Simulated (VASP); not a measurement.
Here is the system:

```
Nb
1.0
   -1.64398     1.64398     1.64398
    1.64398    -1.64398     1.64398
    1.64398     1.64398    -1.64398
Nb
1
Direct
  0.00000   0.00000   0.00000
```

All values below come from optB86b-vdW, VASP's PBE PAW potentials (set 64) (plane waves; VASP). Numerical set-up: 520 eV cut-off, 16×16×16 Γ-centred mesh, first-order Methfessel-Paxton smearing of 0.10 eV, potentials Nb_sv.

Question: Predict the energy per atom (σ→0), band gap (on the k-mesh) with the smallest direct gap where there is one.

Answer: 
```yaml
band gap (on the k-mesh): none (metal, semimetal or under 0.01 eV)
energy per atom (σ→0): -7.588 eV/atom
```

The compound is Nb in the bcc structure. It was relaxed first.
